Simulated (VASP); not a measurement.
Consider the following.

```
CELL_PARAMETERS angstrom
      4.84289     0.00000     0.00000
      0.00000     6.84888     0.00000
      0.00000     0.00000    24.59624
ATOMIC_POSITIONS crystal
  Rb 0.00000 0.00000 0.35233
  Rb 0.50000 0.50000 0.45078
  Rb 0.00000 0.00000 0.54922
  Rb 0.50000 0.50000 0.64767
  Br 0.50000 0.00000 0.45078
  Br 0.00000 0.50000 0.35233
  Br 0.50000 0.00000 0.64767
  Br 0.00000 0.50000 0.54922
```

Calculation: PBEsol GGA, VASP's PBE PAW potentials (set 64) (plane waves; VASP 6.6.1). Settings: PREC = Normal, EDIFF = 1E-5, 400 eV cut-off, 4×3×1 Γ-centred mesh, Gaussian smearing of 0.050 eV, potentials Rb_sv Br.

The ions are relaxed. Which structure does the run end with?

```
CELL_PARAMETERS angstrom
      4.84289     0.00000     0.00000
      0.00000     6.84888     0.00000
      0.00000     0.00000    24.59624
ATOMIC_POSITIONS crystal
  Rb 0.00000 0.00000 0.35586
  Rb 0.50000 0.50000 0.44761
  Rb 0.00000 0.00000 0.55239
  Rb 0.50000 0.50000 0.64414
  Br 0.50000 0.00000 0.44833
  Br 0.00000 0.50000 0.35414
  Br 0.50000 0.00000 0.64586
  Br 0.00000 0.50000 0.55167
```

How much energy does the relaxation gain?

The energy (σ→0) changes by -4.9 meV/atom, in 7 ionic steps.

| step | E(σ→0) (eV) | max force (eV/Å) | pressure (GPa) | volume (Å³) |
|---|---|---|---|---|
| 1 | -24.5146 | 0.167 | -0.21 | 815.82 |
| 2 | -24.5219 | 0.154 | -0.20 | 815.82 |
| 3 | -24.5393 | 0.109 | -0.18 | 815.82 |
| 4 | -24.5522 | 0.048 | -0.12 | 815.82 |
| 5 | -24.5522 | 0.038 | -0.12 | 815.82 |
| 6 | -24.5529 | 0.034 | -0.12 | 815.82 |
| 7 | -24.5540 | 0.030 | -0.10 | 815.82 |

The cell is a thin slab with vacuum, built from RbBr (rock salt): (110) face.
